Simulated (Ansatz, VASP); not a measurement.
# Y2S in VASP and in Ansatz

```
Y S
1.0
     5.07907    0.00000    0.00000
    -2.53954    4.39860    0.00000
     0.00000    0.00000    3.23605
Y S
2 1
Direct
  0.33333 0.66667 0.50000
  0.66667 0.33333 0.50000
  0.00000 0.00000 0.00000
```

Change from the starting cell: species swapped into the YHg2 type (P6/mmm, No. 191).

Alike in both runs: functional PBE; k mesh 12 × 12 × 14; occupations gaussian, width 0.1 eV; no spin polarisation.

Ansatz relaxed the structure, and its values are those at the end. VASP's run is a single point on that final structure, the one shown.

|  | VASP | Ansatz |
| --- | --- | --- |
| version | VASP 6.6.1 | Ansatz 0.2.0 |
| potentials or method | VASP PAW PBE potentials, release 64 (Y_sv, S) | scalar-relativistic, plane waves, PAW |
| plane-wave cutoff (eV) | 520 | 420 |
| valence electrons in the cell | 28 | 28 |

```csv
,VASP,Ansatz,Ansatz less VASP
gap on the k mesh at the Fermi level (eV),none,none,-
pressure (GPa),0.0,0.0,+0.01
```

A gap of «none» marks a metal or a gap that the smearing closes. The functional is the same, so the differences come from potentials, cutoffs and numerics.
